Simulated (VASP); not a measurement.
# Au in VASP: notebook, part 4 of 4

VASP 6.6.1.

## 5. Density of states, PBEsol+U

POSCAR

```
Au
1.0
    2.8226199300      0.0000000000      0.0000000000
   -1.4113099650      2.5559330250      0.0000000000
    0.0000000000      0.0000000000     29.6795088300
Au
7
Direct
    0.3346720300      0.6693440600      0.2526995997
    0.6653279700      0.3306559400      0.3351330665
    0.3346720300      0.6693440600      0.4175665332
    0.6653279700      0.3306559400      0.5000000000
    0.3346720300      0.6693440600      0.5824334668
    0.6653279700      0.3306559400      0.6648669335
    0.3346720300      0.6693440600      0.7473004003
```

INCAR.step1

```
SYSTEM = Au
ALGO = Normal
DIPOL = 0.5 0.5 0.500
EDIFF = 1E-7
ENCUT = 520
GGA = PS
IDIPOL = 3
ISIF = 2
ISMEAR = -1
LASPH = .TRUE.
LCHARG = .TRUE.
LDAU = .TRUE.
LDAUJ = 0
LDAUL = 2
LDAUPRINT = 1
LDAUTYPE = 2
LDAUU = 4
LDIPOL = .TRUE.
LMAXMIX = 4
LREAL = .FALSE.
LWAVE = .FALSE.
NELM = 100
PREC = Accurate
SIGMA = 0.05
```

KPOINTS.step1

```
k-points
0
G
  8 8 1
  0 0 0
```

INCAR.step2

```
SYSTEM = Au
ALGO = Normal
DIPOL = 0.5 0.5 0.500
EDIFF = 1E-7
ENCUT = 520
GGA = PS
ICHARG = 11
IDIPOL = 3
ISIF = 2
ISMEAR = -5
LASPH = .TRUE.
LCHARG = .FALSE.
LDAU = .TRUE.
LDAUJ = 0
LDAUL = 2
LDAUPRINT = 1
LDAUTYPE = 2
LDAUU = 4
LDIPOL = .TRUE.
LMAXMIX = 4
LORBIT = 11
LREAL = .FALSE.
LWAVE = .FALSE.
NEDOS = 2001
NELM = 100
PREC = Accurate
SIGMA = 0.05
```

KPOINTS.step2

```
k-points
0
G
  12 12 1
  0 0 0
```

The run is started by

```sh
> cat potpaw_PBE.64/Au/POTCAR > POTCAR
> cp INCAR.step1 INCAR
> cp KPOINTS.step1 KPOINTS
> mpirun -np 1 vasp_std > vasp.out
> cp INCAR.step2 INCAR
> cp KPOINTS.step2 KPOINTS
> mpirun -np 1 vasp_std > vasp.out
```

It took 5.5 min on 1 thread of Intel Xeon 6975P-C (Granite Rapids), shared host; peak memory 0.5 GiB.

Results (log left out):

```yaml
Valence_electrons_inside_the_program's_atomic_spheres: Au 9.72, 9.75, 9.74, 9.76
```

Levels at points of the mesh, in eV from the Fermi level:
| k point | band 37 | band 38 | band 39 | band 40 | band 41 | band 42 |
| --- | --- | --- | --- | --- | --- | --- |
| (0.00, 0.00, 0.00) | -2.96 | -2.93 | -2.88 | -2.87 | -2.41 | -0.58 |
| (0.50, 0.00, 0.00) | 0.57 | 0.83 | 1.27 | 1.61 | 1.81 | 1.82 |
| (0.00, 0.50, 0.00) | 0.25 | 0.49 | 0.88 | 1.15 | 1.33 | 1.34 |

States per cell in windows of 1 eV (zero at the Fermi level; states under -8 eV left out):
| from (eV) | total | Au3_d | Au5_d | Au4_d | Au1_d | Au7_d | Au2_d |
| --- | --- | --- | --- | --- | --- | --- | --- |
| -8.0 | 2.73 | 0.24 | 0.24 | 0.31 | 0.04 | 0.04 | 0.17 |
| -7.0 | 13.46 | 1.49 | 1.49 | 1.55 | 0.94 | 0.94 | 1.69 |
| -6.0 | 14.38 | 1.76 | 1.76 | 1.80 | 1.60 | 1.60 | 1.76 |
| -5.0 | 17.11 | 2.10 | 2.10 | 2.06 | 2.31 | 2.31 | 1.95 |
| -4.0 | 15.81 | 1.87 | 1.87 | 1.81 | 2.67 | 2.67 | 1.76 |
| -3.0 | 10.19 | 1.37 | 1.37 | 1.25 | 1.26 | 1.26 | 1.42 |
| -2.0 | 1.73 | 0.14 | 0.14 | 0.12 | 0.11 | 0.11 | 0.13 |
| -1.0 | 1.77 | 0.10 | 0.10 | 0.10 | 0.09 | 0.09 | 0.09 |
| 0.0 | 2.08 | 0.09 | 0.09 | 0.09 | 0.08 | 0.08 | 0.08 |
| 1.0 | 2.05 | 0.08 | 0.08 | 0.08 | 0.07 | 0.07 | 0.07 |
| 2.0 | 1.89 | 0.06 | 0.06 | 0.06 | 0.05 | 0.05 | 0.06 |
| 3.0 | 1.63 | 0.05 | 0.05 | 0.05 | 0.04 | 0.04 | 0.04 |
| 4.0 | 2.60 | 0.07 | 0.07 | 0.07 | 0.06 | 0.06 | 0.06 |
| 5.0 | 2.86 | 0.05 | 0.05 | 0.06 | 0.05 | 0.05 | 0.05 |
| 6.0 | 1.53 | 0.02 | 0.02 | 0.02 | 0.02 | 0.02 | 0.02 |
| 7.0 | 0.32 | 0.01 | 0.01 | 0.01 | 0.00 | 0.00 | 0.00 |

Eigenvalues of the final occupation matrices:
```
    site  spin  trace               eigenvalues
site 1 d     1   4.50  0.89 0.89 0.90 0.91 0.91
site 1 d     2   4.50  0.89 0.89 0.90 0.91 0.91
site 2 d     1   4.51  0.89 0.90 0.90 0.91 0.91
site 2 d     2   4.51  0.89 0.90 0.90 0.91 0.91
site 3 d     1   4.50  0.88 0.90 0.91 0.91 0.91
site 3 d     2   4.50  0.88 0.90 0.91 0.91 0.91
site 4 d     1   4.50  0.89 0.90 0.90 0.91 0.91
site 4 d     2   4.50  0.89 0.90 0.90 0.91 0.91
site 5 d     1   4.50  0.88 0.90 0.91 0.91 0.91
site 5 d     2   4.50  0.88 0.90 0.91 0.91 0.91
site 6 d     1   4.51  0.89 0.90 0.90 0.91 0.91
site 6 d     2   4.51  0.89 0.90 0.90 0.91 0.91
```

Caveat: U without spin polarisation on a metal has little footing; the U is typed as a test and isn't derived for this compound. Spin-orbit coupling is left out, which matters for the levels of Au.

## 6. Density of states, PBEsol+U

POSCAR is that of step 5.

Changes to INCAR.step1 since step 5:

```diff
@@ -16,3 +16,3 @@
 LDAUTYPE = 2
-LDAUU = 4
+LDAUU = 5
 LDIPOL = .TRUE.
```

KPOINTS.step1 is that of step 5.

Changes to INCAR.step2 since step 5:

```diff
@@ -17,3 +17,3 @@
 LDAUTYPE = 2
-LDAUU = 4
+LDAUU = 5
 LDIPOL = .TRUE.
```

KPOINTS.step2 is that of step 5.

Potentials or basis: VASP PAW PBE potentials, release 64 (Au).

The run is started by

```sh
> cat potpaw_PBE.64/Au/POTCAR > POTCAR
> cp INCAR.step1 INCAR
> cp KPOINTS.step1 KPOINTS
> mpirun -np 1 vasp_std > vasp.out
> cp INCAR.step2 INCAR
> cp KPOINTS.step2 KPOINTS
> mpirun -np 1 vasp_std > vasp.out
```

Wall time 5.9 min (1 thread of Intel Xeon 6975P-C (Granite Rapids), shared host); peak memory 0.5 GiB.

The run converged. Its results:

| Property | Result |
| --- | --- |
| Valence electrons inside the program's atomic spheres | Au 9.76, 9.79, 9.78 |

Levels at points of the mesh, in eV from the Fermi level:
| k point | band 36 | band 37 | band 38 | band 39 | band 40 | band 41 | band 42 | band 43 |
| --- | --- | --- | --- | --- | --- | --- | --- | --- |
| (0.00, 0.00, 0.00) | -3.26 | -3.21 | -3.18 | -3.13 | -3.12 | -2.39 | -0.55 | 0.17 |
| (0.50, 0.00, 0.00) | 0.54 | 0.64 | 0.92 | 1.35 | 1.65 | 1.84 | 1.84 | 4.12 |
| (0.00, 0.50, 0.00) | 0.21 | 0.31 | 0.57 | 0.95 | 1.18 | 1.35 | 1.35 | 3.52 |

States per cell in windows of 0.5 eV (zero at the Fermi level; states under -8 eV left out):
| from (eV) | total | Au2_d | Au6_d | Au4_d | Au3_d | Au5_d | Au1_d |
| --- | --- | --- | --- | --- | --- | --- | --- |
| -8.0 | 0.40 | 0.01 | 0.01 | 0.01 | 0.01 | 0.01 | 0.00 |
| -7.5 | 3.46 | 0.33 | 0.33 | 0.48 | 0.41 | 0.41 | 0.07 |
| -7.0 | 7.19 | 0.89 | 0.89 | 0.80 | 0.83 | 0.83 | 0.46 |
| -6.5 | 7.22 | 0.96 | 0.96 | 0.89 | 0.76 | 0.76 | 0.71 |
| -6.0 | 7.98 | 0.98 | 0.98 | 0.92 | 0.96 | 0.96 | 0.94 |
| -5.5 | 8.02 | 0.95 | 0.95 | 1.06 | 1.03 | 1.03 | 0.96 |
| -5.0 | 8.54 | 1.03 | 1.03 | 1.07 | 1.06 | 1.06 | 1.08 |
| -4.5 | 7.57 | 0.77 | 0.77 | 0.83 | 0.90 | 0.90 | 1.25 |
| -4.0 | 7.47 | 0.84 | 0.84 | 0.84 | 0.84 | 0.84 | 1.31 |
| -3.5 | 9.44 | 1.27 | 1.27 | 1.21 | 1.19 | 1.19 | 1.37 |
| -3.0 | 5.23 | 0.73 | 0.73 | 0.65 | 0.73 | 0.73 | 0.62 |
| -2.5 | 0.81 | 0.07 | 0.07 | 0.06 | 0.07 | 0.07 | 0.07 |
| -2.0 | 0.84 | 0.06 | 0.06 | 0.06 | 0.07 | 0.07 | 0.05 |
| -1.5 | 0.78 | 0.05 | 0.05 | 0.05 | 0.05 | 0.05 | 0.04 |
| -1.0 | 0.80 | 0.04 | 0.04 | 0.04 | 0.05 | 0.05 | 0.04 |
| -0.5 | 0.90 | 0.04 | 0.04 | 0.04 | 0.04 | 0.04 | 0.04 |
| 0.0 | 1.03 | 0.04 | 0.04 | 0.04 | 0.04 | 0.04 | 0.04 |
| 0.5 | 0.97 | 0.03 | 0.03 | 0.04 | 0.04 | 0.04 | 0.03 |
| 1.0 | 0.99 | 0.03 | 0.03 | 0.04 | 0.04 | 0.04 | 0.03 |
| 1.5 | 1.10 | 0.04 | 0.04 | 0.04 | 0.04 | 0.04 | 0.03 |
| 2.0 | 1.00 | 0.03 | 0.03 | 0.03 | 0.03 | 0.03 | 0.03 |
| 2.5 | 0.86 | 0.03 | 0.03 | 0.02 | 0.03 | 0.03 | 0.02 |
| 3.0 | 0.80 | 0.02 | 0.02 | 0.02 | 0.02 | 0.02 | 0.02 |
| 3.5 | 0.84 | 0.02 | 0.02 | 0.02 | 0.02 | 0.02 | 0.02 |
| 4.0 | 1.14 | 0.03 | 0.03 | 0.03 | 0.03 | 0.03 | 0.03 |
| 4.5 | 1.27 | 0.03 | 0.03 | 0.03 | 0.03 | 0.03 | 0.03 |
| 5.0 | 1.77 | 0.03 | 0.03 | 0.04 | 0.04 | 0.04 | 0.03 |
| 5.5 | 1.28 | 0.02 | 0.02 | 0.02 | 0.02 | 0.02 | 0.02 |
| 6.0 | 0.81 | 0.01 | 0.01 | 0.01 | 0.01 | 0.01 | 0.01 |
| 6.5 | 0.77 | 0.01 | 0.01 | 0.01 | 0.01 | 0.01 | 0.01 |
| 7.0 | 0.35 | 0.00 | 0.00 | 0.01 | 0.01 | 0.01 | 0.00 |
| 7.5 | 0.00 | 0.00 | 0.00 | 0.00 | 0.00 | 0.00 | 0.00 |

Eigenvalues of the final occupation matrices:
| site | spin | trace | eigenvalues |
| --- | --- | --- | --- |
| site 1 d | 1 | 4.53 | 0.89 0.90 0.91 0.91 0.92 |
| site 1 d | 2 | 4.53 | 0.89 0.90 0.91 0.91 0.92 |
| site 2 d | 1 | 4.53 | 0.89 0.90 0.91 0.91 0.92 |
| site 2 d | 2 | 4.53 | 0.89 0.90 0.91 0.91 0.92 |
| site 3 d | 1 | 4.53 | 0.89 0.90 0.91 0.91 0.91 |
| site 3 d | 2 | 4.53 | 0.89 0.90 0.91 0.91 0.91 |
| site 4 d | 1 | 4.53 | 0.89 0.90 0.91 0.91 0.92 |
| site 4 d | 2 | 4.53 | 0.89 0.90 0.91 0.91 0.92 |
| site 5 d | 1 | 4.53 | 0.89 0.90 0.91 0.91 0.91 |
| site 5 d | 2 | 4.53 | 0.89 0.90 0.91 0.91 0.91 |
| site 6 d | 1 | 4.53 | 0.89 0.90 0.91 0.91 0.92 |
| site 6 d | 2 | 4.53 | 0.89 0.90 0.91 0.91 0.92 |

Caveat: U without spin polarisation on a metal has little footing; the U is typed as a test and isn't derived for this compound. The run has no spin-orbit coupling, so splittings on Au are missing.
